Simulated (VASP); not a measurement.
**Pd (fcc): computed properties**

Computed with PBEsol GGA, VASP's PBE PAW potentials (set 64) (plane waves; VASP).

| Quantity | Value |
|---|---|
| space group | Fm-3m (225) |
| cell | a = b = c = 3.8717 Å, α = β = γ = 90.00° |
| volume per atom | 14.51 Å³/atom |
| band gap (over mesh and band path) | none (metal, semimetal or under 0.01 eV) |
| band gap with spin-orbit coupling | none (metallic) |
| density | 12.18 g/cm³ |

Space group Fm-3m (No. 225); a = 3.872 Å, b = 3.872 Å, c = 3.872 Å, α = 90.00°, β = 90.00°, γ = 90.00°

```
atom  site  symmetry       x       y       z
----  ----  --------  ------  ------  ------
Pd      4a      m-3m  0.0000  0.0000  0.0000
```
(The calculation used a cell of 1 atom; values per cell refer to that cell.)

Measured: a 3.876 Å at 0 K (computed value off by -0.1 %), as given by Daniel Mejia-Rodriguez et al., Physical Review B (2018), arXiv:1807.09216 [static lattice: zero-point anharmonic expansion removed].

The compound is Pd in the fcc structure. It was relaxed first. Symmetry was kept, so distortions that lower it aren't found.
